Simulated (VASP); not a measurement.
Computed with MS2 meta-GGA, VASP's PBE PAW potentials (set 64) (plane waves; VASP).

The input files of a VASP run:

File POSCAR:
```
Co
1
    1.2243707259    -2.1206725238     0.0000000000
    1.2243707259     2.1206725238     0.0000000000
    0.0000000000     0.0000000000     3.9881486074
Co
2
Direct
  0.3333330000   0.6666670000   0.2500000000
  0.6666670000   0.3333330000   0.7500000000
```

**INCAR**
```
! general
SYSTEM =Co
PREC   =Accurate
ENCUT  =520
LREAL  =.FALSE.
LASPH  =.TRUE.

! electronic loop
EDIFF  =1E-6
NELM   =100
ALGO   =Normal
LMAXMIX=4
LMIXTAU=.TRUE.

! smearing
ISMEAR =1
SIGMA  =0.1

! functional
METAGGA=MS2

! spin
ISPIN  =2
MAGMOM =1.7 1.7

! ions
IBRION =2
NSW    =60
ISIF   =3
EDIFFG =-0.01

! output
LWAVE  =.FALSE.
LCHARG =.FALSE.
LORBIT =10
```

KPOINTS:
```
K-points
0
Gamma
  15 15 8
```

POTCAR, in this order: Co (PBE.64 set). Program: vasp_std.

The resulting files:

OUTCAR:
```
 ion  position               nearest neighbor table
   1  0.333  0.667  0.250-   2 2.44   2 2.44   2 2.44   2 2.44   2 2.44   2 2.44
   2  0.667  0.333  0.750-   1 2.44   1 2.44   1 2.44   1 2.44   1 2.44   1 2.44
  LATTYP: Found a hexagonal cell.
 ALAT       =     2.4487416417
 C/A-ratio  =     1.6286522594
 Subroutine PRICEL returns:
 Original cell was already a primitive cell.
 Subroutine GETGRP returns: Found 24 space group operations
The static configuration has the point symmetry D_3d.
 The point group associated with its full space group is D_6h.
The dynamic configuration has the point symmetry D_3d.
The overall configuration has the point symmetry D_3d.
 Subroutine INISYM returns: Found 24 space group operations
 Subroutine IBZKPT returns following result:
 Found    135 irreducible k-points:

 Following reciprocal coordinates:
            Coordinates               Weight
  0.000000  0.000000  0.000000      1.000000
  0.066667 -0.000000  0.000000      6.000000
  0.133333 -0.000000  0.000000      6.000000
  0.200000  0.000000  0.000000      6.000000
  0.266667 -0.000000  0.000000      6.000000
  0.333333  0.000000  0.000000      6.000000
  0.400000  0.000000  0.000000      6.000000
  0.466667  0.000000  0.000000      6.000000
  0.066667  0.066667  0.000000      6.000000
  0.133333  0.066667  0.000000     12.000000
  0.200000  0.066667  0.000000     12.000000
  0.266667  0.066667  0.000000     12.000000
  0.333333  0.066667  0.000000     12.000000
  0.400000  0.066667  0.000000     12.000000
  0.466667  0.066667  0.000000      6.000000
  0.133333  0.133333  0.000000      6.000000
  0.200000  0.133333  0.000000     12.000000
  0.266667  0.133333  0.000000     12.000000
  0.333333  0.133333  0.000000     12.000000
  0.400000  0.133333  0.000000     12.000000
  0.200000  0.200000  0.000000      6.000000
  0.266667  0.200000  0.000000     12.000000
  0.333333  0.200000  0.000000     12.000000
  0.400000  0.200000  0.000000      6.000000
  0.266667  0.266667  0.000000      6.000000
  0.333333  0.266667  0.000000     12.000000
  0.333333  0.333333  0.000000      2.000000
  0.000000  0.000000  0.125000      2.000000
  0.066667 -0.000000  0.125000     12.000000
  0.133333 -0.000000  0.125000     12.000000
  0.200000  0.000000  0.125000     12.000000
  0.266667 -0.000000  0.125000     12.000000
  0.333333  0.000000  0.125000     12.000000
  0.400000  0.000000  0.125000     12.000000
  0.466667  0.000000  0.125000     12.000000
  0.066667  0.066667  0.125000     12.000000
  0.133333  0.066667  0.125000     24.000000
  0.200000  0.066667  0.125000     24.000000
  0.266667  0.066667  0.125000     24.000000
  0.333333  0.066667  0.125000     24.000000
   k-points           NKPTS =    135   k-points in BZ     NKDIM =    135   number of bands    NBANDS=     15
   number of dos      NEDOS =    301   number of ions     NIONS =      2
   total plane-waves  NPLWV =   9720
   dimension x,y,z NGX =    18 NGY =   18 NGZ =   30
   dimension x,y,z NGXF=    36 NGYF=   36 NGZF=   60
   ions per type =               2
   PREC   = accura    normal or accurate (medium, high low for compatibility)
   ISTART =      0    job   : 0-new  1-cont  2-samecut
   ICHARG =      2    charge: 1-file 2-atom 10-const
   ISPIN  =      2    spin polarized calculation?
   LNONCOLLINEAR =      F non collinear calculations
   LSORBIT =      F    spin-orbit coupling
   INIWAV =      1    electr: 0-lowe 1-rand  2-diag
   ENCUT  =  520.0 eV  38.22 Ry    6.18 a.u.   4.55  4.55  7.42*2*pi/ulx,y,z
   NELM   =    100;   NELMIN=  2; NELMDL= -5     # of ELM steps
   EDIFF  = 0.1E-05   stopping-criterion for ELM
...
```

**OSZICAR**
```
       N       E                     dE             d eps       ncg     rms          rms(c)
DAV:   1     0.707961356334E+02    0.70796E+02   -0.82077E+03  8268   0.158E+03
DAV:   2    -0.307773681016E+02   -0.10157E+03   -0.94293E+02  8114   0.266E+02
DAV:   3    -0.334321812979E+02   -0.26548E+01   -0.25904E+01  9661   0.615E+01
DAV:   4    -0.334694717745E+02   -0.37290E-01   -0.37281E-01 11697   0.563E+00
DAV:   5    -0.334698204701E+02   -0.34870E-03   -0.34869E-03  9927   0.521E-01    0.286E+01
DAV:   6    -0.233409835946E+02    0.10129E+02   -0.80056E+01  9003   0.193E+02    0.229E+01
DAV:   7    -0.195990638902E+02    0.37419E+01   -0.10228E+01  9591   0.605E+01    0.843E+00
DAV:   8    -0.195672878777E+02    0.31776E-01   -0.50182E-01 11278   0.120E+01    0.136E+00
DAV:   9    -0.195650841482E+02    0.22037E-02   -0.11382E-02 10033   0.164E+00    0.133E+00
DAV:  10    -0.195643679584E+02    0.71619E-03   -0.11268E-02  9248   0.209E+00    0.532E-01
DAV:  11    -0.195658253072E+02   -0.14573E-02   -0.10667E-03 10657   0.473E-01    0.280E-01
DAV:  12    -0.195656615889E+02    0.16372E-03   -0.37277E-05 10436   0.870E-02    0.236E-01
DAV:  13    -0.195657237833E+02   -0.62194E-04   -0.39055E-04  9921   0.380E-01    0.352E-02
DAV:  14    -0.195657800828E+02   -0.56299E-04   -0.25775E-05 11893   0.848E-02    0.154E-02
DAV:  15    -0.195658885392E+02   -0.10846E-03   -0.57537E-05 10773   0.148E-01    0.328E-02
DAV:  16    -0.195659430445E+02   -0.54505E-04   -0.89516E-05 10863   0.154E-01    0.179E-02
DAV:  17    -0.195658980645E+02    0.44980E-04   -0.21026E-05 10605   0.761E-02    0.343E-03
DAV:  18    -0.195658758848E+02    0.22180E-04   -0.76896E-07  4384   0.179E-02    0.192E-03
DAV:  19    -0.195658727053E+02    0.31794E-05   -0.16567E-07  4239   0.497E-03    0.718E-04
DAV:  20    -0.195658712207E+02    0.14846E-05   -0.51212E-08  4218   0.414E-03    0.290E-04
DAV:  21    -0.195658706265E+02    0.59421E-06   -0.13518E-08  4204   0.125E-03
   1 F= -.19565871E+02 E0= -.19565734E+02  d E =-.195659E+02  mag=     3.3292
```

**OUTCAR**
```
------------------------ aborting loop because EDIFF is reached ----------------------------------------
  FORCE on cell =-STRESS in cart. coord.  units (eV):
  Direction    XX          YY          ZZ          XY          YZ          ZX
  --------------------------------------------------------------------------------------
  Total        0.0110795      0.0110795      0.0066344      0.0000000     -0.0000000      0.0000000
  in kB        0.8571207      0.8571208      0.5132424      0.0000000     -0.0000000      0.0000000
  external PRESSURE =       0.7424946 kB  Pullay stress =       0.0000000 kB
  volume of cell :       20.71
      direct lattice vectors                 reciprocal lattice vectors
     1.224370726 -2.120672524  0.000000000     0.408373044 -0.235774262  0.000000000
     1.224370726  2.120672524  0.000000000     0.408373044  0.235774262  0.000000000
     0.000000000  0.000000000  3.988148607     0.000000000  0.000000000  0.250742913
 POSITION                                       TOTAL-FORCE (eV/Angst)
 -----------------------------------------------------------------------------------
      1.22437      0.70689      0.99704         0.000000      0.000000      0.000000
      1.22437     -0.70689      2.99111        -0.000000     -0.000000      0.000000
 -----------------------------------------------------------------------------------
    total drift:                               -0.000000     -0.000017     -0.000029
  FREE ENERGIE OF THE ION-ELECTRON SYSTEM (eV)
  ---------------------------------------------------
  free  energy   TOTEN  =       -19.5658706265 eV

  energy  without entropy=      -19.5654596849  energy(sigma->0) =      -19.56573365

 total charge

# of ion       s       p       d       tot
------------------------------------------
    1        0.532   0.592   7.260   8.384
    2        0.532   0.592   7.260   8.384
--------------------------------------------------
tot          1.064   1.184  14.520  16.768

 magnetization (x)

# of ion       s       p       d       tot
------------------------------------------
    1       -0.003  -0.051   1.779   1.725
    2       -0.003  -0.051   1.779   1.725
--------------------------------------------------
tot         -0.007  -0.102   3.558   3.450

 reached required accuracy - stopping structural energy minimisation
```
(Selected blocks of OUTCAR.)

The compound is Co in the hcp structure. It was relaxed first, which changed the volume by -7 %. The start is the result of an earlier pass.
